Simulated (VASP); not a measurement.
# BaTe3Mo3 (Pm-3m) in VASP: single point with PBE

Aim: the single point of BaTe3Mo3 with PBE.

Program: VASP 6.6.1. These are calculated values, not measurements. Logs are shortened: lines on timing, memory, paths and dates and some standing lists are left out, and cuts for length are marked.

### Step 1. The cell of the first run

Symmetry: Pm-3m, No. 221, cubic system. Conventional cell: a = 5.889 Å, b = 5.889 Å, c = 5.889 Å, α = 90.00°, β = 90.00°, γ = 90.00°. Ba (site symmetry m-3m) is surrounded by 6 Mo at 2.94 Å. Te (site symmetry 4/mmm) has 4 Mo at 2.94 Å as nearest neighbours. Around Mo (site symmetry 4/mmm) lie 2 Ba at 2.94 Å and 4 Te at 2.94 Å.

The cell was built by a generator and needn't be a form met in nature.

### Step 2. Single point, PBE (species swapped into the Ca3AsBr3 type (Pm-3m, No. 221))

File INCAR:

```
PREC = Accurate
ENCUT = 520
EDIFF = 1E-6
ISMEAR = 0
SIGMA = 0.1
LREAL = False
LASPH = True
NELM = 100
ALGO = Fast
ISIF = 2
LWAVE = False
LCHARG = True
GGA = PE
LELF = True
LVHAR = True
NBANDS = 44
```

File KPOINTS:

```
regular mesh
0
Gamma
  4 4 4
```

File POSCAR:

```
BaTe3Mo3
1.0
    5.8891485400      0.0000000000      0.0000000000
    0.0000000000      5.8891485400      0.0000000000
    0.0000000000      0.0000000000      5.8891485400
Ba Te Mo
1 3 3
Direct
    0.0000000000      0.0000000000      0.0000000000
    0.0000000000      0.5000000000      0.5000000000
    0.5000000000      0.0000000000      0.5000000000
    0.5000000000      0.5000000000      0.0000000000
    0.5000000000      0.0000000000      0.0000000000
    0.0000000000      0.5000000000      0.0000000000
    0.0000000000      0.0000000000      0.5000000000
```

Potentials or basis: VASP PAW PBE potentials, release 64 (Ba_sv, Te, Mo_sv).

Run with:

```console
$ cat potpaw_PBE.64/Ba_sv/POTCAR potpaw_PBE.64/Te/POTCAR potpaw_PBE.64/Mo_sv/POTCAR > POTCAR
$ mpirun -np 1 vasp_std > vasp.out
```

OUTCAR:

```text
PREC = Accurate
   ENCUT = 520
   EDIFF = 1E-6
   ISMEAR = 0
   LREAL = False
   LASPH = True
   NELM = 100
   ISIF = 2
   GGA = PE

 ion  position               nearest neighbor table
   1  0.000  0.000  0.000-   5 2.94   6 2.94   7 2.94   7 2.94   6 2.94   5 2.94   2 4.16   3 4.16
                             2 4.16   2 4.16   4 4.16   3 4.16   2 4.16   3 4.16   4 4.16   4 4.16
   2  0.000  0.500  0.500-   6 2.94   7 2.94   6 2.94   7 2.94   1 4.16   1 4.16   1 4.16   1 4.16

   3  0.500  0.000  0.500-   5 2.94   7 2.94   5 2.94   7 2.94   1 4.16   1 4.16   1 4.16   1 4.16

   4  0.500  0.500  0.000-   5 2.94   6 2.94   5 2.94   6 2.94   1 4.16   1 4.16   1 4.16   1 4.16

   5  0.500  0.000  0.000-   1 2.94   3 2.94   4 2.94   3 2.94   4 2.94   1 2.94
   6  0.000  0.500  0.000-   1 2.94   2 2.94   4 2.94   2 2.94   1 2.94   4 2.94
   7  0.000  0.000  0.500-   1 2.94   2 2.94   3 2.94   1 2.94   2 2.94   3 2.94

  LATTYP: Found a simple cubic cell.
 ALAT       =     5.8891485400

  Lattice vectors:

 A1 = (   5.8891485400,   0.0000000000,   0.0000000000)
 A2 = (   0.0000000000,   5.8891485400,   0.0000000000)
 A3 = (   0.0000000000,   0.0000000000,   5.8891485400)

Analysis of symmetry for initial positions (statically):
=====================================================================
 Subroutine PRICEL returns:
 Original cell was already a primitive cell.

 Routine SETGRP: Setting up the symmetry group for a
 simple cubic supercell.

 Subroutine GETGRP returns: Found 48 space group operations
 (whereof 48 operations were pure point group operations)
 out of a pool of 48 trial point group operations.

The static configuration has the point symmetry O_h .

Analysis of symmetry for dynamics (positions and initial velocities):
=====================================================================
 Subroutine PRICEL returns:
 Original cell was already a primitive cell.

 Routine SETGRP: Setting up the symmetry group for a
 simple cubic supercell.

 Subroutine GETGRP returns: Found 48 space group operations
 (whereof 48 operations were pure point group operations)
 out of a pool of 48 trial point group operations.

The dynamic configuration has the point symmetry O_h .

 Subroutine INISYM returns: Found 48 space group operations
 (whereof 48 operations are pure point group operations),
 and found     1 'primitive' translations

----------------------------------------------------------------------------------------

                                     Primitive cell

  volume of cell :     204.2479

  direct lattice vectors                    reciprocal lattice vectors
     5.889148540  0.000000000  0.000000000     0.169803834  0.000000000  0.000000000
     0.000000000  5.889148540  0.000000000     0.000000000  0.169803834  0.000000000
     0.000000000  0.000000000  5.889148540     0.000000000  0.000000000  0.169803834

  length of vectors
     5.889148540  5.889148540  5.889148540     0.169803834  0.169803834  0.169803834

  position of ions in fractional coordinates (direct lattice)
     0.000000000  0.000000000  0.000000000
     0.000000000  0.500000000  0.500000000
     0.500000000  0.000000000  0.500000000
     0.500000000  0.500000000  0.000000000
     0.500000000  0.000000000  0.000000000
     0.000000000  0.500000000  0.000000000
     0.000000000  0.000000000  0.500000000

  ion indices of the primitive-cell ions
   primitive index   ion index
                 1           1
                 2           2
                 3           3
                 4           4
                 5           5
                 6           6
                 7           7

----------------------------------------------------------------------------------------

 KPOINTS: regular mesh

Automatic generation of k-mesh.
 Grid dimensions read from file:
 generate k-points for:    4    4    4

 Generating k-lattice:

  Cartesian coordinates                     Fractional coordinates (reciprocal lattice)
     0.042450958  0.000000000  0.000000000     0.250000000  0.000000000  0.000000000
     0.000000000  0.042450958  0.000000000     0.000000000  0.250000000  0.000000000
     0.000000000  0.000000000  0.042450958     0.000000000  0.000000000  0.250000000

  Length of vectors
     0.042450958  0.042450958  0.042450958

  Shift w.r.t. Gamma in fractional coordinates (k-lattice)
     0.000000000  0.000000000  0.000000000

 Subroutine IBZKPT returns following result:
 ===========================================

 Found     10 irreducible k-points:

 Following reciprocal coordinates:
            Coordinates               Weight
  0.000000  0.000000  0.000000      1.000000
  0.250000  0.000000  0.000000      6.000000
  0.500000  0.000000  0.000000      3.000000
  0.250000  0.250000  0.000000     12.000000
  0.500000  0.250000  0.000000     12.000000
  0.500000  0.500000  0.000000      3.000000
  0.250000  0.250000  0.250000      8.000000
  0.500000  0.250000  0.250000     12.000000
  0.500000  0.500000  0.250000      6.000000
  0.500000  0.500000  0.500000      1.000000
   k-points           NKPTS =     10   k-points in BZ     NKDIM =     10   number of bands    NBANDS=     44
   number of dos      NEDOS =    301   number of ions     NIONS =      7
   total plane-waves  NPLWV = 110592
   dimension x,y,z NGX =    48 NGY =   48 NGZ =   48
   dimension x,y,z NGXF=    96 NGYF=   96 NGZF=   96
   ions per type =               1   3   3
   NGX,Y,Z   is equivalent  to a cutoff of  13.55, 13.55, 13.55 a.u.
   NGXF,Y,Z  is equivalent  to a cutoff of  27.10, 27.10, 27.10 a.u.
 SYSTEM =  unknown system
   PREC   = accura    normal or accurate (medium, high low for compatibility)
   ISTART =      0    job   : 0-new  1-cont  2-samecut
   ICHARG =      2    charge: 1-file 2-atom 10-const
   ISPIN  =      1    spin polarized calculation?
   LNONCOLLINEAR =      F non collinear calculations
   LSORBIT =      F    spin-orbit coupling
   LASPH  =      T    aspherical Exc in radial PAW
   ENCUT  =  520.0 eV  38.22 Ry    6.18 a.u.  10.95 10.95 10.95*2*pi/ulx,y,z
   NELM   =    100;   NELMIN=  2; NELMDL= -5     # of ELM steps
   EDIFF  = 0.1E-05   stopping-criterion for ELM
   LREAL  =      F    real-space projection
   EDIFFG = 0.1E-04   stopping-criterion for IOM
   NSW    =      0    number of steps for IOM
   IBRION =     -1    ionic relax: 0-MD 1-quasi-New 2-CG
   NFREE  =      0    steps in history (QN), initial steepest desc. (CG)
   ISIF   =      2    stress and relaxation
   ISYM   =      2    0-nonsym 1-usesym 2-fastsym
   POTIM  = 0.5000    time-step for ionic-motion
   TEBEG  =    0.0;   TEEND  =   0.0 temperature during run
   PSTRESS=    0.0 pullay stress
   NELECT =      70.0000    total number of electrons
   NUPDOWN=      -1.0000    fix difference up-down
   EMIN   =  10.00;   EMAX   =-10.00  energy-range for DOS
   EFERMI =   0.00;   METHOD = LEGACY
   ISMEAR =     0;   SIGMA  =   0.10  broadening in eV -4-tet -1-fermi 0-gaus
   EFERMI_NEDOS =   21; number of points for ismear=-14 and -15
   IALGO  =     68    algorithm
   IMIX   =      4    mixing-type and parameters
     AMIX     =   0.40;   BMIX     =  1.00
     AMIX_MAG =   1.60;   BMIX_MAG =  1.00
  volume/ion in A,a.u.               =      29.18       196.90
  Fermi-wavevector in a.u.,A,eV,Ry     =   1.145658  2.164980 17.858086  1.312532
  Thomas-Fermi vector in A             =   2.282346
   LORBIT       =      0    0 simple, 1 ext, 2 COOP (PROOUT), +10 PAW based schemes
   GGA     = PE    functional components
   LHFCALC =     F    Hartree Fock is set to
   AEXX    =    0.0000 exact exchange contribution
   IVDW    =     0    specifies the selected vdW correction
   LEPSILON=     F    determine dielectric tensor
   LRPA    =     F    only Hartree local field effects (RPA)
 non-spin polarized calculation
 RMM-DIIS sequential band-by-band and
 Gauss-broadening in eV      SIGMA  =   0.10
  energy-cutoff  :      520.00
  volume of cell :      204.25
 maximum number of plane-waves:      5528
 NGX is ok and might be reduce to    48
   NGX = 21   NGY = 21   NGZ = 21

 number of electron      69.9999990 magnetization

 Free energy of the ion-electron system (eV)
  ---------------------------------------------------
  ext. energy  EPLUGINS =         0.00000000
  ---------------------------------------------------
  free energy    TOTEN  =       -35.65546078 eV

  energy without entropy =      -35.59764163  energy(sigma->0) =      -35.62655121

 E-fermi :   5.9664     XC(G=0):  -9.8229

 val. band max:        5.9550297526   @ k =   0.5000   0.5000   0.2500
 cond. band min:       6.0068089156   @ k =   0.5000   0.5000   0.5000
 fundamental gap:      0.0517791631
 Fermi energy:         5.9664452126

 k-point     1 :       0.0000    0.0000    0.0000
  band No.  band energies     occupation
      1     -54.8553      2.00000
      2     -54.8541      2.00000
      3     -54.8541      2.00000
      4     -29.1031      2.00000
      5     -29.1031      2.00000
      6     -29.1031      2.00000
[... 36 lines left out ...]
     43       6.4268      0.00000
     44       7.2713      0.00000

 k-point     2 :       0.2500    0.0000    0.0000
  band No.  band energies     occupation
      1     -54.8551      2.00000
      2     -54.8542      2.00000
      3     -54.8541      2.00000
      4     -29.1028      2.00000
      5     -29.1028      2.00000
      6     -29.1028      2.00000
[... 36 lines left out ...]
     43       6.7225      0.00000
     44       7.3164      0.00000

 k-point     3 :       0.5000    0.0000    0.0000
  band No.  band energies     occupation
      1     -54.8549      2.00000
      2     -54.8544      2.00000
      3     -54.8541      2.00000
      4     -29.1025      2.00000
      5     -29.1021      2.00000
      6     -29.1021      2.00000
[... 318 lines left out ...]
     43       8.3775      0.00000
     44       8.9765      0.00000

 k-point    10 :       0.5000    0.5000    0.5000
  band No.  band energies     occupation
      1     -54.8545      2.00000
      2     -54.8545      2.00000
      3     -54.8545      2.00000
      4     -29.1092      2.00000
      5     -29.1092      2.00000
      6     -29.1092      2.00000
[... 36 lines left out ...]
     43       8.0522      0.00000
     44       8.8629      0.00000

------------------------ aborting loop because EDIFF is reached ----------------------------------------

  FORCE on cell =-STRESS in cart. coord.  units (eV):
  Direction    XX          YY          ZZ          XY          YZ          ZX
  --------------------------------------------------------------------------------------
  -------------------------------------------------------------------------------------
  Total       -7.8035930     -7.8035930     -7.8035930     -0.0000000     -0.0000000      0.0000000
  in kB      -61.2135642    -61.2135642    -61.2135642     -0.0000000     -0.0000000      0.0000000
  external PRESSURE =     -61.2135642 kB  Pullay stress =       0.0000000 kB

 VOLUME and BASIS-vectors are now :
 -----------------------------------------------------------------------------
  energy-cutoff  :      520.00
  volume of cell :      204.25
      direct lattice vectors                 reciprocal lattice vectors
     5.889148540  0.000000000  0.000000000     0.169803834  0.000000000  0.000000000
     0.000000000  5.889148540  0.000000000     0.000000000  0.169803834  0.000000000
     0.000000000  0.000000000  5.889148540     0.000000000  0.000000000  0.169803834

 POSITION                                       TOTAL-FORCE (eV/Angst)
 -----------------------------------------------------------------------------------
      0.00000      0.00000      0.00000         0.000000      0.000000      0.000000
      0.00000      2.94457      2.94457         0.000000      0.000000      0.000000
      2.94457      0.00000      2.94457         0.000000      0.000000      0.000000
      2.94457      2.94457      0.00000         0.000000      0.000000      0.000000
      2.94457      0.00000      0.00000         0.000000      0.000000      0.000000
      0.00000      2.94457      0.00000         0.000000      0.000000      0.000000
      0.00000      0.00000      2.94457         0.000000      0.000000      0.000000
 -----------------------------------------------------------------------------------
    total drift:                                0.000000      0.000000      0.000000

  FREE ENERGIE OF THE ION-ELECTRON SYSTEM (eV)
  ---------------------------------------------------
  free  energy   TOTEN  =       -35.6554607821 eV

  energy  without entropy=      -35.5976416326  energy(sigma->0) =      -35.62655121
```

Run time: 99 s. Hardware: 1 thread of Intel Xeon Platinum 8559C (Emerald Rapids), shared host; peak memory 0.36 GiB.

Results:

```yaml
Free_energy: -35.6555 eV
Pressure: -6.1 GPa
Band_gap_on_the_k_mesh: none (metal or under the smearing width)
```

Levels at points of the mesh, in eV from the Fermi level:
```csv
k point,band 33,band 34,band 35,band 36,band 37,band 38
"(0.00, 0.00, 0.00)",-0.79,-0.79,-0.60,-0.60,-0.60,-0.43
"(0.50, 0.00, 0.00)",-0.46,-0.46,-0.08,-0.05,-0.05,-0.01
"(0.50, 0.50, 0.00)",-0.05,-0.05,0.14,0.14,0.28,0.28
"(0.50, 0.50, 0.50)",0.04,0.04,0.74,0.80,0.99,1.21
```
